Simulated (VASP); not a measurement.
VASP input:

File KPOINTS:
```
Automatic mesh
0
Gamma
4 4 4
0 0 0
```

**POSCAR**
```
Al
1
    0.0000000000     2.0250000000     2.0250000000
    2.0250000000     0.0000000000     2.0250000000
    2.0250000000     2.0250000000     0.0000000000
Al
1
Direct
  0.0000000000   0.0000000000   0.0000000000
```

INCAR:
```
SYSTEM = Al
PREC = Accurate
ENCUT = 400
EDIFF = 1E-6
NELM = 100
ALGO = Normal
LREAL = .FALSE.
LASPH = .TRUE.
ISMEAR = 0
SIGMA = 0.001
GGA = PE
LWAVE = .FALSE.
LCHARG = .FALSE.
ISIF = 2
```

POTCAR, in this order: Al (PBE.64 set). Program: vasp_std.

The resulting files:

File standard output:
```
 POSCAR found type information on POSCAR Al
 POSCAR found :  1 types and       1 ions
 Reading from existing POTCAR
 Reading from existing POTCAR
 LDA part: xc-table for (Slater+PW92), standard interpolation
 POSCAR, INCAR and KPOINTS ok, starting setup
 WAVECAR not read
 entering main loop
       N       E                     dE             d eps       ncg     rms          rms(c)
DAV:   1    -0.220277233241E+01   -0.22028E+01   -0.75220E+02   100   0.251E+02
DAV:   2    -0.343452015930E+01   -0.12317E+01   -0.12317E+01   110   0.253E+01
DAV:   3    -0.346624467696E+01   -0.31725E-01   -0.18000E-01   115   0.254E+00
DAV:   4    -0.346630467677E+01   -0.60000E-04   -0.60000E-04   115   0.161E-01
DAV:   5    -0.346630483273E+01   -0.15595E-06   -0.15531E-06    90   0.104E-02    0.135E+00
DAV:   6    -0.345410116579E+01    0.12204E-01   -0.14378E-03   115   0.300E-01    0.790E-01
DAV:   7    -0.344471680364E+01    0.93844E-02   -0.46357E-03    95   0.496E-01    0.147E-01
DAV:   8    -0.344471826462E+01   -0.14610E-05   -0.21116E-05   100   0.502E-02    0.873E-03
DAV:   9    -0.344471638693E+01    0.18777E-05   -0.11850E-06   110   0.780E-03    0.119E-03
DAV:  10    -0.344471604155E+01    0.34538E-06   -0.48209E-09    85   0.752E-04
   1 F= -.34447160E+01 E0= -.34446400E+01  d E =-.152126E-03
```

File OUTCAR:
```
------------------------ aborting loop because EDIFF is reached ----------------------------------------
  FORCE on cell =-STRESS in cart. coord.  units (eV):
  Direction    XX          YY          ZZ          XY          YZ          ZX
  --------------------------------------------------------------------------------------
  Total        0.0135772      0.0135772      0.0135772     -0.0000000     -0.0000000      0.0000000
  in kB        1.3098364      1.3098364      1.3098364     -0.0000000     -0.0000000      0.0000000
  external PRESSURE =       1.3098364 kB  Pullay stress =       0.0000000 kB
  volume of cell :       16.61
      direct lattice vectors                 reciprocal lattice vectors
     0.000000000  2.025000000  2.025000000    -0.246913580  0.246913580  0.246913580
     2.025000000  0.000000000  2.025000000     0.246913580 -0.246913580  0.246913580
     2.025000000  2.025000000  0.000000000     0.246913580  0.246913580 -0.246913580
 POSITION                                       TOTAL-FORCE (eV/Angst)
 -----------------------------------------------------------------------------------
      0.00000      0.00000      0.00000         0.000000      0.000000      0.000000
 -----------------------------------------------------------------------------------
    total drift:                               -0.000000     -0.000000     -0.000000
  FREE ENERGIE OF THE ION-ELECTRON SYSTEM (eV)
  ---------------------------------------------------
  free  energy   TOTEN  =        -3.4447160415 eV

  energy  without entropy=       -3.4445639151  energy(sigma->0) =       -3.44463998
```
(Selected blocks of OUTCAR.)

Problem. Read input and log: which fault does this run have?
A) LDAUL, LDAUU and LDAUJ hold more entries than there are species
B) the lattice vectors form a left-handed set
C) a metal was run with a tiny SIGMA on a coarse mesh
D) NSW = 0, so the ions never move

Solution. C, a metal was run with a tiny SIGMA on a coarse mesh. The run ends without an error. Against the sound run, the energy per atom (σ→0) rises by 0.309 eV/atom; the pressure increases by 0.52 GPa.

To mend it, set ISMEAR = 1, set SIGMA = 0.1, correct KPOINTS.
### KPOINTS
```
Automatic mesh
0
Gamma
12 12 12
0 0 0
```
The mended run (PBE GGA, plane waves, VASP's PBE PAW potentials (set 64)) converges, and its OSZICAR ends with
```
   1 F= -.37531730E+01 E0= -.37534303E+01  d E =0.771969E-03
```

The compound is Al in the fcc structure. The cell was not relaxed at this level.
